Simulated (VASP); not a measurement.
Level of theory: PBE GGA, VASP's PBE PAW potentials (set 64) (plane waves; VASP).

VASP ran on this input.

### INCAR
```
! general
SYSTEM  = Ir
PREC    = Accurate
ENCUT   = 400
LREAL   = .FALSE.
LASPH   = .TRUE.
ADDGRID = .TRUE.

! electronic loop
EDIFF   = 1E-6
NELM    = 100
ALGO    = Normal
LMAXMIX = 6

! smearing
ISMEAR  = 1
SIGMA   = 0.1

! functional
GGA     = PE

! ions
ISIF    = 2

! output
LWAVE   = .FALSE.
LCHARG  = .FALSE.
```

File POSCAR:
```
Ir
3.840
  0.0000000000   0.5000000000   0.5000000000
  0.5000000000   0.0000000000   0.5000000000
  0.5000000000   0.5000000000   0.0000000000
Ir
1
Direct
  0.0000000000   0.0000000000   0.0000000000
```

### KPOINTS
```
Automatic mesh
0
Gamma
15 15 15
0 0 0
```

POTCAR, in this order: Ir (PBE.64 set). Program: vasp_std.

The run wrote:

**OSZICAR**
```
       N       E                     dE             d eps       ncg     rms          rms(c)
DAV:   1     0.310449186966E+02    0.31045E+02   -0.38087E+03  2080   0.814E+02
DAV:   2    -0.890369545524E+01   -0.39949E+02   -0.37747E+02  1928   0.180E+02
DAV:   3    -0.939765000381E+01   -0.49395E+00   -0.49343E+00  2752   0.268E+01
DAV:   4    -0.940069095743E+01   -0.30410E-02   -0.30408E-02  2552   0.152E+00
DAV:   5    -0.940070204747E+01   -0.11090E-04   -0.11091E-04  2784   0.595E-02    0.152E+01
DAV:   6    -0.894015560038E+01    0.46055E+00   -0.94865E-01  2216   0.135E+01    0.629E+00
DAV:   7    -0.885097804040E+01    0.89178E-01   -0.31874E-01  2488   0.731E+00    0.153E+00
DAV:   8    -0.884592121155E+01    0.50568E-02   -0.18950E-03  2104   0.670E-01    0.667E-01
DAV:   9    -0.884455397032E+01    0.13672E-02   -0.11214E-03  2472   0.547E-01    0.115E-02
DAV:  10    -0.884456017630E+01   -0.62060E-05   -0.46862E-06  2616   0.221E-02    0.746E-03
DAV:  11    -0.884456059300E+01   -0.41670E-06   -0.25344E-07  1648   0.546E-03
   1 F= -.88445606E+01 E0= -.88444413E+01  d E =-.358022E-03
```

### OUTCAR
```
------------------------ aborting loop because EDIFF is reached ----------------------------------------
  FORCE on cell =-STRESS in cart. coord.  units (eV):
  Direction    XX          YY          ZZ          XY          YZ          ZX
  --------------------------------------------------------------------------------------
  Total        0.8241982      0.8241982      0.8241982      0.0000000      0.0000000      0.0000000
  in kB       93.2843065     93.2843065     93.2843065      0.0000000      0.0000000      0.0000000
  external PRESSURE =      93.2843065 kB  Pullay stress =       0.0000000 kB
  volume of cell :       14.16
      direct lattice vectors                 reciprocal lattice vectors
     0.000000000  1.920000000  1.920000000    -0.260416667  0.260416667  0.260416667
     1.920000000  0.000000000  1.920000000     0.260416667 -0.260416667  0.260416667
     1.920000000  1.920000000  0.000000000     0.260416667  0.260416667 -0.260416667
 POSITION                                       TOTAL-FORCE (eV/Angst)
 -----------------------------------------------------------------------------------
      0.00000      0.00000      0.00000         0.000000      0.000000      0.000000
 -----------------------------------------------------------------------------------
    total drift:                               -0.000000     -0.000000     -0.000000
  FREE ENERGIE OF THE ION-ELECTRON SYSTEM (eV)
  ---------------------------------------------------
  free  energy   TOTEN  =        -8.8445605930 eV

  energy  without entropy=       -8.8442025711  energy(sigma->0) =       -8.84444125
```
(Selected blocks of OUTCAR.)

**OUTCAR**
```
 val. band max:       10.4531630765   @ k =  -0.3333   0.2667   0.0667

 cond. band min:      10.4756047285   @ k =  -0.3333   0.2000   0.0667


 Fermi energy:        10.4658208687

 k-point     1 :       0.0000    0.0000    0.0000
  band No.  band energies     occupation
      1      -0.7168      2.00000
      2       6.5123      2.00000
      3       6.5123      2.00000
      4       6.5123      2.00000
      5       9.1989      2.00000
      6       9.1989      2.00000
      7      24.7217      0.00000
      8      30.3056      0.00000

 k-point     2 :       0.0667    0.0000    0.0000
  band No.  band energies     occupation
      1      -0.5196      2.00000
      2       6.4076      2.00000
      3       6.5976      2.00000
      4       6.5976      2.00000
      5       9.1443      2.00000
      6       9.1443      2.00000
      7      25.0620      0.00000
      8      29.2935      0.00000

 k-point     3 :       0.1333    0.0000    0.0000
  band No.  band energies     occupation
      1       0.0421      2.00000
      2       6.1590      2.00000
      3       6.8043      2.00000
      4       6.8043      2.00000
      5       9.0477      2.00000
      6       9.0477      2.00000
      7      25.9491      0.00000
      8      27.4881      0.00000

 k-point     4 :       0.2000    0.0000    0.0000
  band No.  band energies     occupation
      1       0.8574      2.00000
      2       5.9518      2.00000
      3       6.9689      2.00000
      4       6.9689      2.00000
      5       9.1088      2.00000
      6       9.1088      2.00000
      7      25.5612      0.00000
      8      27.0095      0.00000

 k-point     5 :       0.2667    0.0000    0.0000
  band No.  band energies     occupation
      1       1.6754      2.00000
      2       6.0917      2.00000
      3       6.9235      2.00000
      4       6.9235      2.00000
      5       9.5143      2.00000
      6       9.5143      2.00000
      7      23.7089      0.00000
...
```

Unless said otherwise, spin-orbit coupling is left out, though it shifts the bands of the heavy elements here.

The compound is Ir in the fcc structure. The cell was not relaxed at this level. The run is one of a series of settings (ADDGRID = .TRUE. against the base run), some of them coarse on purpose.
